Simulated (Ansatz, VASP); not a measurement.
**Two plane-wave programs on SiSbTe3**

```
Si Sb Te
1.0
     4.89474    0.00000    0.00000
    -2.44737    4.23897    0.00000
     0.00000    0.00000    9.14945
Si Sb Te
1 1 3
Direct
  0.00000 0.00000 0.50000
  0.33333 0.66667 0.00000
  0.66667 0.33333 0.34919
  0.66667 0.33333 0.65081
  0.00000 0.00000 0.00000
```

Change from the starting cell: species swapped into the GaFe3As type (P-6m2, No. 187).

Alike in both runs: task relaxation of cell and atoms; functional PBE; k mesh 12 × 12 × 4; occupations gaussian, width 0.1 eV; no spin polarisation.

|  | VASP | Ansatz |
| --- | --- | --- |
| version | VASP 6.6.1 | Ansatz 0.2.0 |
| potentials or method | VASP PAW PBE potentials, release 64 (Si, Sb, Te) | scalar-relativistic, plane waves, PAW |
| plane-wave cutoff (eV) | 600 | 420 |
| valence electrons in the cell | 27 | 67 |

Ansatz gave:

| Property | Result |
| --- | --- |
| gap on the k mesh at the Fermi level, each at its own relaxed structure (eV) | none |
| relaxed volume (Å³/atom) | 37.97 |
| relaxed cell length with the largest relative difference (Å) | 9.149 |

Question: Estimate VASP's values.

Answer: gap on the k mesh at the Fermi level, each at its own relaxed structure (eV): none; relaxed volume (Å³/atom): 37.99; relaxed cell length with the largest relative difference (Å): 9.153.

A gap of «none» marks a metal or a gap that the smearing closes. The two sets of potentials don't hold the same shells in valence.

Caveats: this functional lacks dispersion, which binds the layers, so the pressure and a relaxed spacing across them are unreliable. The runs have no spin-orbit coupling, so splittings on Sb, Te are missing.
